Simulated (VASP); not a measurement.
VASP ran on this input.

**INCAR**
```
ALGO=Normal
EDIFF=1E-6
ENCUT=300
GGA=PE
ISIF=2
ISMEAR=-1
ISPIN=2
LASPH=.TRUE.
LCHARG=.FALSE.
LMAXMIX=4
LORBIT=11
LREAL=.FALSE.
LWAVE=.FALSE.
MAGMOM=3.0
NELM=100
PREC=Accurate
SIGMA=0.1
SYSTEM=Cr
```

### KPOINTS
```
Automatic mesh
0
Gamma
13 13 13
0 0 0
```

File POSCAR:
```
Cr
2.83680
 -0.5000000000   0.5000000000   0.5000000000
  0.5000000000  -0.5000000000   0.5000000000
  0.5000000000   0.5000000000  -0.5000000000
Cr
1
direct
  0.0000000000   0.0000000000   0.0000000000
```

POTCAR, in this order: Cr_pv (PBE.64 set). Program: vasp_std.

Task: Write an equivalent input for Quantum ESPRESSO's pw.x.

Result: One equivalent input (not run):
```
&CONTROL
  calculation = 'scf'
  pseudo_dir = './pseudo'
  outdir = './out'
  tprnfor = .true.
  tstress = .true.
/
&SYSTEM
  ibrav = 0
  nat = 1
  ntyp = 1
  ecutwfc = 94
  occupations = 'smearing'
  smearing = 'fermi-dirac'
  degauss = 0.00735
  input_dft = 'pbe'
  nspin = 2
  starting_magnetization(1) = 0.3
/
&ELECTRONS
  conv_thr = 7.3e-08
  electron_maxstep = 100
/
ATOMIC_SPECIES
  Cr 51.996 Cr.upf
CELL_PARAMETERS angstrom
    -1.4184000    1.4184000    1.4184000
     1.4184000   -1.4184000    1.4184000
     1.4184000    1.4184000   -1.4184000
ATOMIC_POSITIONS crystal
  Cr   0.0000000  0.0000000  0.0000000
K_POINTS automatic
  13 13 13 0 0 0
```
Limits of the translation: the potentials are each code's own (VASP's PAW set, PseudoDojo norm-conserving files in pw.x), so ENCUT and ecutwfc are chosen apart and not converted; conv_thr bounds pw.x's estimated SCF error, while EDIFF bounds the energy change between steps; starting_magnetization is a fraction of the valence charge and MAGMOM a moment in μB, so they match only roughly.

The structure was generated: Cr was put into an ordered model structure, which need not be its known phase. The cell was not relaxed at this level.
